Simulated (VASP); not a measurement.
Input:

```yaml
crystal:
  lattice:
    - [0.00000, 2.48387, 2.48387]
    - [2.48387, 0.00000, 2.48387]
    - [10.07454, 10.07454, -0.13906]
  atoms:
    - { symbol: Ga, position: [0.00543, 0.00543, 0.99593] }
    - { symbol: As, position: [0.21346, 0.21346, 0.08990] }
    - { symbol: As, position: [0.23716, 0.23716, 0.32213] }
    - { symbol: As, position: [0.25939, 0.25939, 0.55545] }
    - { symbol: As, position: [0.28156, 0.28156, 0.78883] }
    - { symbol: B, position: [0.97865, 0.97865, 0.26601] }
    - { symbol: B, position: [0.00110, 0.00110, 0.49918] }
    - { symbol: B, position: [0.02325, 0.02325, 0.73256] }
```

These are PBEsol GGA, VASP's PBE PAW potentials (set 64) (plane waves; VASP) values and carry that method's errors. Run with 520 eV cut-off, 12×12×3 Γ-centred mesh, tetrahedra with Blöchl corrections, potentials Ga_d As B.

The cores are frozen, which limits the accuracy of field gradients.

Question: Give the principal components of the electric field gradient (V/Å²) and the asymmetry η at each nucleus.

Answer: 
```tsv
atom	Vxx	Vyy	Vzz	η
Ga1	-10.8	-10.8	21.5	0.00
As2	-54.0	-54.0	108.1	0.00
As3	10.3	10.3	-20.5	0.00
As4	12.4	12.4	-24.8	0.00
As5	2.7	2.7	-5.5	0.00
B6	-0.2	-0.2	0.4	-
B7	1.7	1.7	-3.5	0.00
B8	1.8	1.8	-3.6	0.00
```

The structure was generated: GaAs4B3 was put into an ordered model structure (R3m), which need not be its known phase. It was relaxed first.
